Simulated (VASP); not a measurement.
Level of theory: r2SCAN meta-GGA, VASP's PBE PAW potentials (set 64) (plane waves; VASP).

Input for VASP

INCAR:
```
SYSTEM = AgCl
PREC = Normal; ENCUT = 400; LREAL = .FALSE.
LASPH = .TRUE.
EDIFF = 1E-5; NELM = 100; NELMIN = 4
ALGO = Normal; LMAXMIX = 4; LMIXTAU = .TRUE.
ISMEAR = 0; SIGMA = 0.05
METAGGA = R2SCAN
IBRION = 2; NSW = 20; ISIF = 2
EDIFFG = -0.03
LWAVE = .FALSE.; LCHARG = .FALSE.
```

POSCAR:
```
AgCl
1
   -0.0000000000     2.7710452177     2.7710452177
    2.7710452177    -0.0000000000     2.7710452177
    2.7710452177     2.7710452177    -0.0000000000
Ag Cl
1 1
Direct
  0.0000000000   0.0000000000   0.0000000000
  0.5000000000   0.5000000000   0.5000000000
```

**KPOINTS**
```
Automatic mesh
0
Gamma
9 9 9
0 0 0
```

POTCAR, in this order: Ag Cl (PBE.64 set). Program: vasp_std.

The resulting files:

**OSZICAR**
```
       N       E                     dE             d eps       ncg     rms          rms(c)
DAV:   1     0.589984336215E+02    0.58998E+02   -0.77304E+03   963   0.102E+03
DAV:   2    -0.303373235215E+02   -0.89336E+02   -0.83321E+02  1070   0.229E+02
DAV:   3    -0.336852393967E+02   -0.33479E+01   -0.33380E+01  1055   0.486E+01
DAV:   4    -0.337105970843E+02   -0.25358E-01   -0.25355E-01  1050   0.471E+00
DAV:   5    -0.337109809817E+02   -0.38390E-03   -0.38389E-03  1075   0.573E-01    0.675E+00
DAV:   6    -0.285842092274E+02    0.51268E+01   -0.45693E+00   920   0.253E+01    0.675E+00
DAV:   7    -0.286523974639E+02   -0.68188E-01   -0.23230E-01   925   0.635E+00    0.406E+00
DAV:   8    -0.285866444368E+02    0.65753E-01   -0.23255E-01   910   0.518E+00    0.117E+00
DAV:   9    -0.286347852222E+02   -0.48141E-01   -0.49446E-02   925   0.241E+00    0.449E-01
DAV:  10    -0.286399073670E+02   -0.51221E-02   -0.59050E-03   920   0.104E+00    0.220E-01
DAV:  11    -0.286403168711E+02   -0.40950E-03   -0.51405E-03  1015   0.642E-01    0.119E-01
DAV:  12    -0.286407522577E+02   -0.43539E-03   -0.11062E-03   950   0.319E-01    0.663E-02
DAV:  13    -0.286408392981E+02   -0.87040E-04   -0.48985E-04   930   0.315E-01    0.482E-02
DAV:  14    -0.286409627535E+02   -0.12346E-03   -0.42365E-05   915   0.673E-02    0.346E-02
DAV:  15    -0.286409627915E+02   -0.37922E-07   -0.48218E-05   925   0.860E-02
   1 F= -.28640963E+02 E0= -.28640963E+02  d E =-.286410E+02
```

### OUTCAR
```
------------------------ aborting loop because EDIFF is reached ----------------------------------------
  FORCE on cell =-STRESS in cart. coord.  units (eV):
  Direction    XX          YY          ZZ          XY          YZ          ZX
  --------------------------------------------------------------------------------------
  Total       -0.0493658     -0.0493658     -0.0493658      0.0000000     -0.0000000      0.0000000
  in kB       -1.8585589     -1.8585589     -1.8585589      0.0000000     -0.0000000      0.0000000
  external PRESSURE =      -1.8585589 kB  Pullay stress =       0.0000000 kB
  volume of cell :       42.56
      direct lattice vectors                 reciprocal lattice vectors
     0.000000000  2.771045218  2.771045218    -0.180437330  0.180437330  0.180437330
     2.771045218  0.000000000  2.771045218     0.180437330 -0.180437330  0.180437330
     2.771045218  2.771045218  0.000000000     0.180437330  0.180437330 -0.180437330
  FREE ENERGIE OF THE ION-ELECTRON SYSTEM (eV)
  ---------------------------------------------------
  free  energy   TOTEN  =       -28.6409627915 eV

  energy  without entropy=      -28.6409627915  energy(sigma->0) =      -28.64096279

 reached required accuracy - stopping structural energy minimisation
```
(Selected blocks of OUTCAR.)

The compound is AgCl in the rock salt structure. It was relaxed first.
